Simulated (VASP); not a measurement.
Runs of VASP 6.6.1 on HfIn4SiO6. The structure is monoclinic, space group C2 (No. 5). Conventional cell: a = 5.432 Å, b = 9.407 Å, c = 7.636 Å, α = 90.00°, β = 104.07°, γ = 90.00°. Hf (site symmetry 2) is surrounded by 6 O at 2.13 to 2.14 Å. Around In (site symmetry 2) lie 2 O at 2.73 Å and 4 In at 3.12 Å. In (site symmetry 2) is surrounded by 6 O at 2.23 Å. In (site symmetry 2) is surrounded by 2 O at 2.73 Å and 3 In at 3.07 to 3.12 Å. Around In (site symmetry 2) lie 2 O at 2.73 Å and 3 In at 3.07 to 3.12 Å. Si (site symmetry 2) has 6 O at 1.85 Å as nearest neighbours. O (site symmetry 1) is surrounded by 1 Si at 1.85 Å. O (site symmetry 1) has 1 Si at 1.85 Å as nearest neighbours. The cell was built by a generator and needn't be a form met in nature.

```tsv
task	level	cell	cutoff (eV)	gap on the mesh (eV)	pressure (GPa)	relaxed volume (Å³/atom)	largest force (eV/Å)
single point	PBE	as given	520	none	-0.4	-	0.13
relaxation of cell and atoms	revPBE	relaxed	600	none	0.0	(a)	0.01
relaxation of cell and atoms	PBE+D3(BJ)	relaxed	600	none	0.0	15.18	-
relaxation of cell and atoms	vdW-DF-cx	relaxed	600	none	0.1	15.01	0.01
relaxation of cell and atoms	rev-vdW-DF2	relaxed	600	none	-0.1	(b)	0.02
```

Alike in all rows: potentials or basis VASP PAW PBE potentials, release 64 (Hf_pv, In_d, Si, O); no spin polarisation; k mesh 6 × 6 × 4; smearing fermi-dirac 0.05 eV.

**Question.** Estimate the missing entries.

**Answer.** (a) 16.13; (b) 15.29.

Caveats: the PAW data sets were made with another functional, which shifts forces and pressure a little (some runs); pairwise dispersion overbinds metals, which lowers pressure and volume (some runs).

A k mesh can miss the band edges, and the runs leave out spin-orbit coupling on Hf, In.

A gap of «none» marks a metal or a gap under the smearing width.

Not every run made on this cell is shown here.
